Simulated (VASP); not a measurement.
An input for Quantum ESPRESSO's pw.x (written as the equivalent of a VASP run, and not itself run):

```
&CONTROL
  calculation = 'scf'
  pseudo_dir = './pseudo'
  outdir = './out'
  tprnfor = .true.
  tstress = .true.
/
&SYSTEM
  ibrav = 0
  nat = 2
  ntyp = 2
  ecutwfc = 70
  occupations = 'smearing'
  smearing = 'gaussian'
  degauss = 0.003675
  input_dft = 'pbe'
/
&ELECTRONS
  conv_thr = 7.3e-08
  electron_maxstep = 100
/
ATOMIC_SPECIES
  Cs 132.905 Cs.upf
  I 126.904 I.upf
CELL_PARAMETERS angstrom
     4.6709247    0.0000000    0.0000000
     0.0000000    4.6709247    0.0000000
     0.0000000    0.0000000    4.6709247
ATOMIC_POSITIONS crystal
  Cs   0.0000000  0.0000000  0.0000000
  I    0.5000000  0.5000000  0.5000000
K_POINTS automatic
  5 5 5 0 0 0
```

Problem. Write the VASP files for the same calculation (PBE).

Solution. One answer among several that fit: 
**POSCAR**
```
CsI
1
    4.6709246997     0.0000000000     0.0000000000
    0.0000000000     4.6709246997     0.0000000000
    0.0000000000     0.0000000000     4.6709246997
Cs I
1 1
Direct
  0.0000000000   0.0000000000   0.0000000000
  0.5000000000   0.5000000000   0.5000000000
```

KPOINTS:
```
kpoints
0
G
  5 5 5
```

**INCAR**
```
LREAL = .False.   # projection in real space or not
LWAVE = .False.
PREC = Accurate
ALGO = Normal
ISMEAR = 0
NELM = 100
SYSTEM = CsI
EDIFF = 1E-6
ENCUT = 520
LMAXMIX = 4
LCHARG = .True.
SIGMA = 0.05
LASPH = .True.
GGA = PE
```

POTCAR, in this order: Cs_sv I (PBE.64 set). Program: vasp_std.

What does not carry over: the potentials are each code's own (VASP's PAW set, PseudoDojo norm-conserving files in pw.x), so ENCUT and ecutwfc are chosen apart and not converted; conv_thr bounds pw.x's estimated SCF error, while EDIFF bounds the energy change between steps.

The compound is CsI in the CsCl type structure. It was relaxed first, which changed the volume by +7 %.
